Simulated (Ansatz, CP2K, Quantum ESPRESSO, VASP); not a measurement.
## LaTl (Pm-3m, 2 atoms in the cell) computed with different codes at matched settings

Self-consistent single point, at a second geometry (lattice scaled by 0.98). First geometry:

```
CELL_PARAMETERS angstrom
      3.97238     0.00000     0.00000
      0.00000     3.97238     0.00000
      0.00000     0.00000     3.97238
ATOMIC_POSITIONS crystal
  La 0.00000 0.00000 0.00000
  Tl 0.50000 0.50000 0.50000
```

Shared settings, as Ansatz (a program for electronic structure) writes them: kpoints.mp_grid.grid = 8 8 8; scf.occupations.method = gaussian; scf.occupations.width = 0.1 eV. Potentials and cutoffs stand in the table.

```tsv
code	model	ΔF from the first geometry (meV/atom)	pressure (GPa)	cutoff
Quantum ESPRESSO	PBEsol, PseudoDojo standard norm-conserving (PBESOL) pseudopotentials	-6.9	1.03	110 Ry
Ansatz	PBEsol, PAW files made with PBE	-6.7	1.04	default
CP2K	PBEsol, GPW, DZVP-MOLOPT-SR-GTH basis, GTH-PBE potentials (GTH_POTENTIALS)	4.8	2.20	grid 500 Ry
VASP	PBEsol, VASP's PBE PAW potentials (set 64)	-7.2	0.67	300 eV
```

On Ansatz's run: spin-orbit coupling is off.

The spread over the programs that give each value: ΔF from the first geometry within 12.0 meV/atom; pressure within 1.53 GPa.

CP2K uses small atom-centred bases, whose incompleteness enters pressures, forces and empty levels differently from a plane-wave cutoff. Ansatz's pressure is given at a fixed set of plane waves, as the other plane-wave codes print theirs. In the pressure, CP2K (by 1.17) lies more than 1 GPa from the median of the plane-wave programs.

VASP's run is marked for a possible Pulay error in its stress at this cutoff; no cutoff test was made.

The starting cell comes from a database of computed structures (which also holds hypothetical and non-ambient phases and stackings), without a prior relaxation at this level. For this run, on top of that: lattice scaled by 0.98.

Left out of this page: Elk, FLEUR and SIESTA (not drawn, or without a comparable value).

Keys are those of Ansatz 0.2.
